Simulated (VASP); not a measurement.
Method: LDA (Ceperley-Alder, Perdew-Zunger), VASP's LDA PAW potentials (set 64) (plane waves; VASP).

Input for VASP

**KPOINTS**
```
Regular mesh
0
Gamma
 4 7 4
0 0 0
```

File POSCAR:
```
MoPt
9.91680
  0.4514167877   0.0000000000   0.0000000000
  0.0000000000   0.2756665457   0.0000000000
  0.0000000000   0.0000000000   0.5000000000
Mo Pt
2 2
Cart
  0.1173805530   0.0047442213   0.0800915000
  0.3384754673   0.0013590361   0.4216785000
  0.1087941543   0.1343061194   0.3224190000
  0.3381834007   0.1352571690   0.1758110000
```

**INCAR**
```
LMAXMIX=6   # l cut-off of mixed one-centre charges
NELM=100
LWAVE=.False.
LREAL=.False.
ALGO=Normal   # blocked Davidson
ISIF=2   # forces and stress, cell fixed
LASPH=.True.   # aspherical one-centre terms
LCHARG=.False.
ENCUT=300   # plane-wave cut-off (eV)
EDIFF=1E-6
SYSTEM=MoPt
SIGMA=0.272   # width (eV)
ISMEAR=0
PREC=Accurate
```

POTCAR, in this order: Mo_sv Pt (LDA.64 set). Program: vasp_std.

The resulting files:

**OUTCAR**
```
 ion  position               nearest neighbor table
   1  0.260  0.017  0.160-   2 2.70   4 2.71   3 2.73   2 2.77   4 2.79   4 2.79   3 2.81   3 2.86
                             4 2.86   3 2.94
   2  0.750  0.005  0.843-   1 2.70   3 2.75   1 2.77   4 2.78   3 2.79   3 2.81   4 2.81   4 2.85
                             3 2.86   4 2.89
   3  0.241  0.487  0.645-   4 2.64   4 2.70   1 2.73   2 2.75   2 2.79   1 2.81   2 2.81   2 2.86
                             1 2.86   1 2.94
   4  0.749  0.491  0.352-   3 2.64   3 2.70   1 2.71   2 2.78   1 2.79   1 2.79   2 2.81   2 2.85
                             1 2.86   2 2.89
  LATTYP: Found a simple orthorhombic cell.
 ALAT       =     2.7337300000
 B/A-ratio  =     1.6375465024
 C/A-ratio  =     1.8137855604
 Subroutine PRICEL returns:
 Original cell was already a primitive cell.
 Subroutine GETGRP returns: Found  1 space group operations
The static configuration has the point symmetry C_1 .
The dynamic configuration has the point symmetry C_1 .
 Subroutine INISYM returns: Found  1 space group operations
 Subroutine IBZKPT returns following result:
 Found     58 irreducible k-points:

 Following reciprocal coordinates:
            Coordinates               Weight
  0.000000  0.000000  0.000000      1.000000
...
```

### OSZICAR
```
       N       E                     dE             d eps       ncg     rms          rms(c)
DAV:   1     0.330785243959E+03    0.33079E+03   -0.21139E+04  3528   0.115E+03
DAV:   2    -0.271518368892E+02   -0.35794E+03   -0.34499E+03  3480   0.391E+02
DAV:   3    -0.431567225339E+02   -0.16005E+02   -0.15177E+02  4324   0.671E+01
DAV:   4    -0.434866322766E+02   -0.32991E+00   -0.32582E+00  3700   0.846E+00
DAV:   5    -0.434931712795E+02   -0.65390E-02   -0.65145E-02  3776   0.120E+00    0.264E+01
DAV:   6    -0.412488627533E+02    0.22443E+01   -0.98196E+00  3544   0.209E+01    0.118E+01
DAV:   7    -0.411677943673E+02    0.81068E-01   -0.72429E+00  3748   0.177E+01    0.547E+00
DAV:   8    -0.406164103502E+02    0.55138E+00   -0.24417E+00  3672   0.104E+01    0.213E+00
DAV:   9    -0.406128209494E+02    0.35894E-02   -0.12599E-01  4456   0.307E+00    0.883E-01
DAV:  10    -0.406016719794E+02    0.11149E-01   -0.49815E-02  4104   0.180E+00    0.380E-01
DAV:  11    -0.406011794186E+02    0.49256E-03   -0.38452E-03  3800   0.432E-01    0.106E-01
DAV:  12    -0.406011686630E+02    0.10756E-04   -0.30313E-04  3992   0.142E-01    0.605E-02
DAV:  13    -0.406011567227E+02    0.11940E-04   -0.59130E-05  3804   0.680E-02    0.148E-02
DAV:  14    -0.406011557271E+02    0.99553E-06   -0.85828E-06  3328   0.228E-02
   1 F= -.40601156E+02 E0= -.40555539E+02  d E =-.912339E-01
```

OUTCAR:
```
------------------------ aborting loop because EDIFF is reached ----------------------------------------
  FORCE on cell =-STRESS in cart. coord.  units (eV):
  Direction    XX          YY          ZZ          XY          YZ          ZX
  --------------------------------------------------------------------------------------
  Total       -3.0555510     -3.6646716     -3.5352369      0.1259091      0.2554416      0.3543062
  in kB      -80.6777334    -96.7607463    -93.3431959      3.3244623      6.7445921      9.3549797
  external PRESSURE =     -90.2605585 kB  Pullay stress =       0.0000000 kB
  volume of cell :       60.68
      direct lattice vectors                 reciprocal lattice vectors
     4.476610000  0.000000000  0.000000000     0.223383319  0.000000000  0.000000000
     0.000000000  2.733730000  0.000000000     0.000000000  0.365800573  0.000000000
     0.000000000  0.000000000  4.958400000     0.000000000  0.000000000  0.201677961
 POSITION                                       TOTAL-FORCE (eV/Angst)
 -----------------------------------------------------------------------------------
      1.16404      0.04705      0.79425        -0.475311     -0.441004     -0.009647
      3.35659      0.01348      4.18170        -0.052295     -0.245964     -0.289831
      1.07889      1.33189      3.19736         0.569530      0.338608      1.420904
      3.35370      1.34132      1.74348        -0.041925      0.348360     -1.121426
 -----------------------------------------------------------------------------------
    total drift:                                0.000350      0.000359     -0.000732
  FREE ENERGIE OF THE ION-ELECTRON SYSTEM (eV)
  ---------------------------------------------------
  free  energy   TOTEN  =       -40.6011557271 eV

  energy  without entropy=      -40.5099218051  energy(sigma->0) =      -40.55553877
```
(Selected blocks of OUTCAR.)

### OUTCAR
```
 val. band max:       12.1890250696   @ k =   0.5000   0.0000   0.0000

 cond. band min:      12.2445194600   @ k =   0.5000   0.1429   0.0000


 Fermi energy:        12.2238760593

 k-point     1 :       0.0000    0.0000    0.0000
  band No.  band energies     occupation
      1     -48.6001      2.00000
      2     -48.4839      2.00000
      3     -23.1064      2.00000
      4     -22.9900      2.00000
      5     -22.7527      2.00000
      6     -22.4886      2.00000
      7     -22.3934      2.00000
      8     -22.3062      2.00000
      9       2.8955      2.00000
     10       5.2172      2.00000
     11       5.5945      2.00000
     12       6.2417      2.00000
     13       6.4400      2.00000
     14       8.4102      2.00000
     15       8.7040      2.00000
     16       8.7961      2.00000
     17       8.8487      2.00000
     18       9.2177      2.00000
     19       9.5894      2.00000
     20       9.9465      2.00000
     21      10.3460      2.00000
     22      10.4915      2.00000
     23      10.6421      2.00000
     24      10.6853      2.00000
     25      12.6795      0.01783
     26      13.7879      0.00000
     27      14.2094      0.00000
     28      14.2347      0.00000

 k-point     2 :       0.2500    0.0000    0.0000
  band No.  band energies     occupation
      1     -48.5836      2.00000
      2     -48.5003      2.00000
      3     -23.1160      2.00000
      4     -23.0194      2.00000
      5     -22.6926      2.00000
      6     -22.5141      2.00000
      7     -22.3816      2.00000
      8     -22.3188      2.00000
      9       3.4913      2.00000
     10       5.0775      2.00000
     11       5.6613      2.00000
     12       5.8415      2.00000
     13       6.8784      2.00000
     14       7.0937      2.00000
     15       8.9201      2.00000
     16       9.0163      2.00000
     17       9.0952      2.00000
     18       9.5267      2.00000
     19       9.6254      2.00000
     20       9.7800      2.00000
...
```

At this cut-off the stress carries a Pulay error, which pulls relaxed volumes low. Unless said otherwise, spin-orbit coupling is left out, though it shifts the bands of the heavy elements here.

The structure comes from a computed database's MoPt entry; how it stands against other phases isn't given here. The cell was not relaxed at this level, atoms are displaced from their ideal sites. The k-mesh is coarse (spacing up to 0.35 per Å, 2π included), so the numbers may not be converged in it.
